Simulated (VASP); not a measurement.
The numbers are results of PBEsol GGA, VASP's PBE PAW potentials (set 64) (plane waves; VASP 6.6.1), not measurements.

VASP ran on this input.

**KPOINTS**
```
Automatic
0
gamma
  8 8 5
0 0 0
```

INCAR:
```
SYSTEM = ZnO
PREC = Accurate
ENCUT = 620
EDIFF = 1E-6
NELM = 100
ALGO = Normal
LREAL = .FALSE.
LASPH = .TRUE.
ISMEAR = 0
SIGMA = 0.05
GGA = PS
LMAXMIX = 4
LWAVE = .FALSE.
LCHARG = .FALSE.
IBRION = 2
ISIF = 3
NSW = 40
EDIFFG = -0.02
PSTRESS = 450
```

### POSCAR
```
ZnO
1
    1.5404140589    -2.6680758687     0.0000000000
    1.5404140589     2.6680758687     0.0000000000
    0.0000000000     0.0000000000     4.9719718852
Zn O
2 2
Direct
  0.6666670000   0.3333330000   0.5015473924
  0.3333330000   0.6666670000   0.0015473924
  0.6666670000   0.3333330000   0.8804526076
  0.3333330000   0.6666670000   0.3804526076
```

POTCAR, in this order: Zn O (PBE.64 set). Program: vasp_std.

Task: What will the output report for the number of irreducible k-points (NKPTS), largest plane-wave count, number of space-group operations, FFT grid (NGX, NGY, NGZ)?

Result: 
```
Property                                      Result
--------------------------------------  ------------
number of irreducible k-points (NKPTS)            30
largest plane-wave count                        1448
number of space-group operations                  12
FFT grid (NGX, NGY, NGZ)                28 × 28 × 40
```

The compound is ZnO in the wurtzite structure. This run relaxes it under an external pressure of 45 GPa. Symmetry was kept, so distortions that lower it aren't found.
